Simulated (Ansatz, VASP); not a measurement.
## AlN: VASP beside Ansatz

Wanted: the spread between two codes on one cell, functional and k mesh. The cell is taken from a series of runs on this material, whose earlier steps may have relaxed, scaled, displaced or heated it; both programs get it as it stands.

Main program and level: Ansatz 0.2.0; plane waves, with VASP 6.6.1 beside it; G0W0 gap at PBE0.

## 1. Starting point

Symmetry: F-43m, No. 216, cubic system. Conventional cell: a = 4.368 Å, b = 4.368 Å, c = 4.368 Å, α = 90.00°, β = 90.00°, γ = 90.00°. Nearest to Al lie 4 N at 1.89 Å. Nearest to N lie 4 Al at 1.89 Å. Farther neighbours and most contacts between anions are not listed.

## 2. VASP: G0W0 gap, PBE0

Quasiparticle shifts depend on high empty states and on the cores, so they are the hardest test of two PAW sets.

Lines of VASP's logs that name or quote its potential files are left out, and so is its time.

The run reads the wave functions of an earlier VASP run, which isn't shown here.

Contents of INCAR:

```
SYSTEM = AlN
PREC = Accurate
ENCUT = 450
ISMEAR = 0
SIGMA = 0.01
LREAL = .FALSE.
LHFCALC = .TRUE.
AEXX = 0.25
GGA = PE
LASPH = .TRUE.
NBANDS = 66
PRECFOCK = Fast
ALGO = EVGW0
NELMGW = 1
ENCUTGW = 120
NOMEGA = 64
NBANDSGW = 12
LWAVE = .FALSE.
LCHARG = .FALSE.
```

Contents of POSCAR:

```
AlN
1.0
    0.0000000000      2.1839935596      2.1839935596
    2.1839935596      0.0000000000      2.1839935596
    2.1839935596      2.1839935596      0.0000000000
Al N
1 1
Direct
    0.0000000000      0.0000000000      0.0000000000
    0.7500000000      0.7500000000      0.7500000000
```

Contents of KPOINTS:

```
Automatic mesh
0
Gamma
6 6 6
0 0 0
```

PAW data sets: Al_GW and N_GW (PBE family, release 64).

Launch:

```sh
export OMP_NUM_THREADS=3
mpirun -np 1 vasp_std
```

Numbers of over 12 decimals in the logs are rounded to 6 here.

The log of the run:

```text
[banner, memory and clock lines left out]
running    1 mpi-ranks, on    1 nodes
 distrk:  each k-point on    1 cores,    1 groups
 distr:  one band on    1 cores,    1 groups
 Offloading initialized ...    1 GPUs detected
 POSCAR found type information on POSCAR AlN
 POSCAR found :  2 types and       2 ions
|                                                                             |
|           W    W    AA    RRRRR   N    N  II  N    N   GGGG   !!!           |
|           W    W   A  A   R    R  NN   N  II  NN   N  G    G  !!!           |
|           W    W  A    A  R    R  N N  N  II  N N  N  G       !!!           |
|           W WW W  AAAAAA  RRRRR   N  N N  II  N  N N  G  GGG   !            |
|           WW  WW  A    A  R   R   N   NN  II  N   NN  G    G                |
|           W    W  A    A  R    R  N    N  II  N    N   GGGG   !!!           |
|                                                                             |
|     The default for ENCUTGWSOFT is different in this version of VASP.       |
|     please manually set ENCUTGWSOFT =120 in the INCAR file.                 |
|                                                                             |

 LDA part: xc-table for (Slater+PW92), standard interpolation
 found WAVECAR, reading the header
 POSCAR, INCAR and KPOINTS ok, starting setup
 FFT: planning ... GRIDC
 FFT: planning ... GRID_SOFT
 FFT: planning ... GRID
 reading WAVECAR
 the WAVECAR file was read successfully
 initial charge from wavefunction
 available memory per node:   1654.77 GB, setting MAXMEM to   1694484

 The Fermi energy was updated, please check that it is located mid-gap
 values below the HOMO (VB) or above the LUMO (CB) will cause erroneous energies
 E-fermi :   6.2719

 calculate exact exchange contribution
 the WAVEDER file was read successfully
energies w=
    0.000    0.000    0.613    0.000    1.225    0.000    1.834    0.000
    2.440    0.000    3.040    0.000    3.633    0.000    4.221    0.000
    4.800    0.000    5.372    0.000    5.936    0.000    6.492    0.000
    7.041    0.000    7.582    0.000    8.116    0.000    8.645    0.000
    9.167    0.000    9.685    0.000   10.199    0.000   10.710    0.000
   11.220    0.000   11.728    0.000   12.237    0.000   12.747    0.000
   13.260    0.000   13.777    0.000   14.299    0.000   14.829    0.000
   15.367    0.000   15.916    0.000   16.477    0.000   17.052    0.000
   17.644    0.000   18.255    0.000   18.888    0.000   19.546    0.000
   20.233    0.000   20.952    0.000   21.709    0.000   22.508    0.000
   23.356    0.000   24.260    0.000   25.227    0.000   26.269    0.000
   27.396    0.000   28.622    0.000   29.966    0.000   31.446    0.000
   33.089    0.000   34.927    0.000   37.000    0.000   39.359    0.000
   42.073    0.000   45.232    0.000   48.955    0.000   53.414    0.000
   58.849    0.000   65.621    0.000   74.286    0.000   85.757    0.000
  101.640    0.000  125.046    0.000  162.900    0.000  234.352    0.000
 responsefunction array rank=      70
 LDA part: xc-table for (Slater+PW92), standard interpolation

 min. memory requirement per mpi rank    265.0 MB, per node    265.0 MB

 allocating  64 responsefunctions rank=    70
 shmem allocating  64 responsefunctions rank=    70
 response function shared by NCSHMEM nodes    1
 Doing            64  frequencies on each core in blocks of            64
NQ=   1    0.0000    0.0000    0.0000,
|.........|.........|.........|.........|.........|.........|.........|.........
 performed        132000 updates of chi_q(r,r)
 total number of BLAS operations          3.69 Gflops
NQ=   2    0.1667    0.0000    0.0000,
|.........|.........|.........|.........|.........|.........|.........|.........
 performed        372000 updates of chi_q(r,r)
 total number of BLAS operations         11.08 Gflops
NQ=   3    0.3333    0.0000    0.0000,
|.........|.........|.........|.........|.........|.........|.........|.........
 performed        612000 updates of chi_q(r,r)
 total number of BLAS operations         18.95 Gflops
NQ=   4    0.5000    0.0000    0.0000,
|.........|.........|.........|.........|.........|.........|.........|.........
 performed        814000 updates of chi_q(r,r)
 total number of BLAS operations         26.87 Gflops
NQ=   5    0.1667    0.1667    0.0000,
|.........|.........|.........|.........|.........|.........|.........|.........
 performed       1054000 updates of chi_q(r,r)
 total number of BLAS operations         33.79 Gflops
NQ=   6    0.3333    0.1667    0.0000,
|.........|.........|.........|.........|.........|.........|.........|.........
 performed       1430000 updates of chi_q(r,r)
 total number of BLAS operations         45.74 Gflops
NQ=   7    0.5000    0.1667    0.0000,
|.........|.........|.........|.........|.........|.........|.........|.........
 performed       1806000 updates of chi_q(r,r)
 total number of BLAS operations         56.95 Gflops
NQ=   8   -0.3333    0.1667    0.0000,
|.........|.........|.........|.........|.........|.........|.........|.........
 performed       2182000 updates of chi_q(r,r)
 total number of BLAS operations         69.28 Gflops
NQ=   9   -0.1667    0.1667    0.0000,
|.........|.........|.........|.........|.........|.........|.........|.........
 performed       2507000 updates of chi_q(r,r)
 total number of BLAS operations         78.98 Gflops
NQ=  10    0.3333    0.3333    0.0000,
|.........|.........|.........|.........|.........|.........|.........|.........
 performed       2747000 updates of chi_q(r,r)
 total number of BLAS operations         85.89 Gflops
NQ=  11    0.5000    0.3333    0.0000,
|.........|.........|.........|.........|.........|.........|.........|.........
 performed       3123000 updates of chi_q(r,r)
 total number of BLAS operations         97.10 Gflops
NQ=  12   -0.3333    0.3333    0.0000,
|.........|.........|.........|.........|.........|.........|.........|.........
 performed       3448000 updates of chi_q(r,r)
 total number of BLAS operations        107.44 Gflops
NQ=  13    0.5000    0.5000    0.0000,
|.........|.........|.........|.........|.........|.........|.........|.........
 performed       3628000 updates of chi_q(r,r)
 total number of BLAS operations        113.34 Gflops
NQ=  14    0.5000    0.3333    0.1667,
|.........|.........|.........|.........|.........|.........|.........|.........
 performed       4051000 updates of chi_q(r,r)
 total number of BLAS operations        126.38 Gflops
NQ=  15   -0.3333    0.3333    0.1667,
|.........|.........|.........|.........|.........|.........|.........|.........
 performed       4449000 updates of chi_q(r,r)
 total number of BLAS operations        138.63 Gflops
NQ=  16   -0.3333    0.5000    0.1667,
|.........|.........|.........|.........|.........|.........|.........|.........
 performed       4776000 updates of chi_q(r,r)
 total number of BLAS operations        148.70 Gflops
 resolving degeneracies of screened two electron integrals

 calculate QP shifts <psi_nk| G(iteration)W_0 |psi_nk>: iteration 1
 entering main loop
```

From OUTCAR (step 2):

```text
ion  position               nearest neighbor table
   1  0.000  0.000  0.000-   2 1.89   2 1.89   2 1.89   2 1.89
   2  0.750  0.750  0.750-   1 1.89   1 1.89   1 1.89   1 1.89

  LATTYP: Found a face centered cubic cell.
 ALAT       =     4.3679871192

 Subroutine GETGRP returns: Found 24 space group operations
 (whereof 24 operations were pure point group operations)

The static configuration has the point symmetry T_d .

 Found     16 irreducible k-points:

   k-points           NKPTS =     16   k-points in BZ     NKDIM =    216   number of bands    NBANDS=     66

   dimension x,y,z NGX =    24 NGY =   24 NGZ =   24
   dimension x,y,z NGXF=    48 NGYF=   48 NGZF=   48

   ENCUT  =  450.0 eV  33.07 Ry    5.75 a.u.   5.34  5.34  5.34*2*pi/ulx,y,z

   NELECT =       8.0000    total number of electrons

  energy-cutoff  :      450.00
  volume of cell :       20.83
      direct lattice vectors                 reciprocal lattice vectors
     0.000000000  2.183993560  2.183993560    -0.228938404  0.228938404  0.228938404
     2.183993560  0.000000000  2.183993560     0.228938404 -0.228938404  0.228938404
     2.183993560  2.183993560  0.000000000     0.228938404  0.228938404 -0.228938404

 k-points in reciprocal lattice and weights: Automatic mesh
   0.00000000  0.00000000  0.00000000       0.005
   0.16666667  0.00000000  0.00000000       0.037
   0.33333333  0.00000000  0.00000000       0.037
   0.50000000  0.00000000  0.00000000       0.019
   0.16666667  0.16666667  0.00000000       0.028
   0.33333333  0.16666667  0.00000000       0.111
   0.50000000  0.16666667  0.00000000       0.111
  -0.33333333  0.16666667  0.00000000       0.111
  -0.16666667  0.16666667  0.00000000       0.056
[...]
-0.33333333  0.33333333  0.16666667       0.111
  -0.33333333  0.50000000  0.16666667       0.056

 E-fermi :   6.2719

 QP shifts <psi_nk| G(iteration)W_0 |psi_nk>: iteration 1
 for sc-GW calculations column KS-energies equals QP-energies in previous step
 and V_xc(KS)=  KS-energies - (<T + V_ion + V_H > + <T+V_H+V_ion>^1  + <V_x>^1)
 k-point   1 :       0.0000    0.0000    0.0000
  band No.  KS-energies  QP-energies   sigma(KS)   V_xc(KS)     V^pw_x(r,r')   Z            occupation Imag(sigma)
      1     -12.8666     -12.5296     -17.2913     -17.7298     -24.8671       0.7685       2.0000       1.0681
      2       3.6232       3.7052     -17.9470     -18.0475     -20.8124       0.8166       2.0000       0.0488
      3       3.6232       3.7052     -17.9470     -18.0475     -20.8124       0.8166       2.0000       0.0488
      4       3.6232       3.7052     -17.9470     -18.0475     -20.8124       0.8166       2.0000       0.0488
      5       9.9257      10.3031     -11.0932     -11.5413      -7.5399       0.8424       0.0000      -0.0497
      6      18.6540      19.0434      -8.6165      -9.0823      -4.0321       0.8361       0.0000      -0.0801
      7      18.6540      19.0434      -8.6165      -9.0823      -4.0321       0.8361       0.0000      -0.0801
      8      18.6540      19.0434      -8.6165      -9.0823      -4.0321       0.8361       0.0000      -0.0801
    ...

 k-point   2 :       0.1667    0.0000    0.0000
  band No.  KS-energies  QP-energies   sigma(KS)   V_xc(KS)     V^pw_x(r,r')   Z            occupation Imag(sigma)
      1     -12.4420     -12.0973     -17.4567     -17.9073     -24.9739       0.7650       2.0000       1.0035
      2       1.6447       1.6114     -16.7298     -16.6886     -19.7338       0.8069       2.0000       0.0570
      3       3.4765       3.5463     -17.8747     -17.9603     -20.7620       0.8162       2.0000       0.0492
      4       3.4765       3.5463     -17.8747     -17.9603     -20.7620       0.8162       2.0000       0.0492
      5      11.4261      11.8595     -11.5881     -12.1069      -7.9128       0.8354       0.0000      -0.0533
      6      17.7429      18.1414      -9.2057      -9.6851      -4.6463       0.8314       0.0000      -0.0812
      7      18.8432      19.2069      -8.6648      -9.1025      -3.9869       0.8309       0.0000      -0.0899
      8      18.8432      19.2069      -8.6648      -9.1025      -3.9869       0.8309       0.0000      -0.0899
    ...

 k-point   3 :       0.3333    0.0000    0.0000
  band No.  KS-energies  QP-energies   sigma(KS)   V_xc(KS)     V^pw_x(r,r')   Z            occupation Imag(sigma)
      1     -11.3921     -11.0300     -18.0143     -18.4899     -25.4008       0.7614       2.0000       0.8682
      2      -1.3193      -1.4644     -15.5179     -15.3336     -19.0686       0.7873       2.0000       0.0870
      3       3.2101       3.2598     -17.7659     -17.8269     -20.6980       0.8149       2.0000       0.0498
      4       3.2101       3.2598     -17.7659     -17.8269     -20.6980       0.8149       2.0000       0.0498
      5      12.9111      13.3084     -10.5115     -10.9860      -6.5104       0.8373       0.0000      -0.0608
      6      16.5419      16.9419     -10.4984     -10.9909      -5.8157       0.8123       0.0000      -0.0916
      7      17.7708      18.0642      -8.4083      -8.7593      -3.8599       0.8357       0.0000      -0.0842
      8      17.7708      18.0642      -8.4083      -8.7593      -3.8599       0.8357       0.0000      -0.0842
    ...

 k-point   4 :       0.5000    0.0000    0.0000
  band No.  KS-energies  QP-energies   sigma(KS)   V_xc(KS)     V^pw_x(r,r')   Z            occupation Imag(sigma)
      1     -10.6900     -10.3073     -18.5587     -19.0643     -25.8964       0.7570       2.0000       0.7894
      2      -2.7460      -2.9228     -14.7640     -14.5352     -18.5690       0.7726       2.0000       0.1142
      3       3.0876       3.1289     -17.7246     -17.7754     -20.6777       0.8131       2.0000       0.0505
      4       3.0876       3.1289     -17.7246     -17.7754     -20.6777       0.8131       2.0000       0.0505
      5      13.2663      13.6277      -9.6499     -10.0769      -5.6286       0.8462       0.0000      -0.0589
      6      16.0365      16.4179     -11.0492     -11.5245      -6.2451       0.8024       0.0000      -0.0997
      7      17.1475      17.4299      -8.3253      -8.6618      -3.8678       0.8394       0.0000      -0.0776
      8      17.1475      17.4299      -8.3253      -8.6618      -3.8678       0.8394       0.0000      -0.0776
    ...

[... 4 further parts left out ...]
```

[end of part 1 of 2]

[Lines on the potential files, build, host, timing and source positions are cut from VASP's logs without a mark.]

[Logs are printed without paths, hosts, clocks, repeated set-up lines and the standing remarks that a program may print on its own settings, such as how far it seeks lower states.]

[Hosts, paths, dates, database ids (printed as entryN), source tags and the programs' standing remarks are cut or masked in the printed files.]
